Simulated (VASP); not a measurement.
Computed with PBE GGA with D4 dispersion, VASP's PBE PAW potentials (set 64) (plane waves; VASP).

A VASP calculation is set up with these files.

POSCAR:
```
KBr
1
   -0.0000000000     3.3080351173     3.3080351173
    3.3080351173     0.0000000000     3.3080351173
    3.3080351173     3.3080351173    -0.0000000000
K Br
1 1
Direct
  0.0000000000   0.0000000000   0.0000000000
  0.5000000000   0.5000000000   0.5000000000
```

**KPOINTS**
```
k-points along high-symmetry lines
15
Line-mode
Reciprocal
  0.000000   0.000000   0.000000 ! GAMMA
  0.500000   0.000000   0.500000 ! X

  0.500000   0.000000   0.500000 ! X
  0.625000   0.250000   0.625000 ! U

  0.375000   0.375000   0.750000 ! K
  0.000000   0.000000   0.000000 ! GAMMA

  0.000000   0.000000   0.000000 ! GAMMA
  0.500000   0.500000   0.500000 ! L

  0.500000   0.500000   0.500000 ! L
  0.500000   0.250000   0.750000 ! W

  0.500000   0.250000   0.750000 ! W
  0.500000   0.000000   0.500000 ! X
```

INCAR:
```
ENCUT  =  520
LMAXMIX  =  4
SYSTEM  =  KBr
ISMEAR  =  0   ! Gaussian
ALGO  =  Normal
LWAVE  =  .FALSE.
GGA  =  PE
EDIFF  =  1E-7   ! SCF stop (eV)
NELM  =  100
PREC  =  Accurate
ICHARG  =  11
IVDW  =  13   ! D4
SIGMA  =  0.05
LORBIT  =  11   ! lm-projected
LREAL  =  .FALSE.   ! projection in real space or not
LASPH  =  .TRUE.   ! aspherical one-centre terms
LCHARG  =  .FALSE.
```

POTCAR, in this order: K_sv Br (PBE.64 set). Program: vasp_std. Read from the step before: CHGCAR.

Output of the run:

**OSZICAR**
```
       N       E                     dE             d eps       ncg     rms          rms(c)
DAV:   1     0.101076976413E+03    0.10108E+03   -0.70744E+03  2160   0.117E+03
DAV:   2     0.873452727405E+00   -0.10020E+03   -0.93120E+02  2652   0.266E+02
DAV:   3    -0.556440516147E+01   -0.64379E+01   -0.63991E+01  2788   0.616E+01
DAV:   4    -0.583823961505E+01   -0.27383E+00   -0.27353E+00  3844   0.109E+01
DAV:   5    -0.583990349423E+01   -0.16639E-02   -0.16638E-02  2736   0.886E-01
DAV:   6    -0.583994143386E+01   -0.37940E-04   -0.37939E-04  3208   0.926E-02
DAV:   7    -0.583994190243E+01   -0.46856E-06   -0.46857E-06  3008   0.123E-02
DAV:   8    -0.583994190808E+01   -0.56561E-08   -0.56523E-08  2260   0.140E-03
   1 F= -.60815028E+01 E0= -.60815028E+01  d E =-.120797E-13
```

### OUTCAR
```
 val. band max:       -1.7694216641   @ k =   0.0000   0.0000   0.0000

 cond. band min:       2.6449874665   @ k =   0.0000   0.0000   0.0000



 k-point     1 :       0.0000    0.0000    0.0000
  band No.  band energies     occupation
      1     -29.5661      2.00000
      2     -14.0528      2.00000
      3     -13.0428      2.00000
      4     -13.0428      2.00000
      5     -13.0428      2.00000
      6      -1.7694      2.00000
      7      -1.7694      2.00000
      8      -1.7694      2.00000
      9       2.6450      0.00000
     10       5.8331      0.00000
     11       5.8331      0.00000
     12       5.8331      0.00000

 k-point     2 :       0.0357    0.0000    0.0357
  band No.  band energies     occupation
      1     -29.5660      2.00000
      2     -14.0563      2.00000
      3     -13.0432      2.00000
      4     -13.0432      2.00000
      5     -13.0375      2.00000
      6      -1.7986      2.00000
      7      -1.7740      2.00000
      8      -1.7740      2.00000
      9       2.6904      0.00000
     10       5.7946      0.00000
     11       5.8654      0.00000
     12       5.8654      0.00000

 k-point     3 :       0.0714    0.0000    0.0714
  band No.  band energies     occupation
      1     -29.5657      2.00000
      2     -14.0659      2.00000
      3     -13.0445      2.00000
      4     -13.0445      2.00000
      5     -13.0228      2.00000
      6      -1.8795      2.00000
      7      -1.7873      2.00000
      8      -1.7873      2.00000
      9       2.8198      0.00000
     10       5.6871      0.00000
     11       5.9617      0.00000
     12       5.9617      0.00000

 k-point     4 :       0.1071    0.0000    0.1071
  band No.  band energies     occupation
      1     -29.5653      2.00000
      2     -14.0789      2.00000
      3     -13.0466      2.00000
      4     -13.0466      2.00000
      5     -13.0025      2.00000
      6      -1.9959      2.00000
      7      -1.8082      2.00000
...
```

The density is held fixed in this step, so its total energy and stress have no physical meaning.

The compound is KBr in the rock salt structure. It was relaxed first.
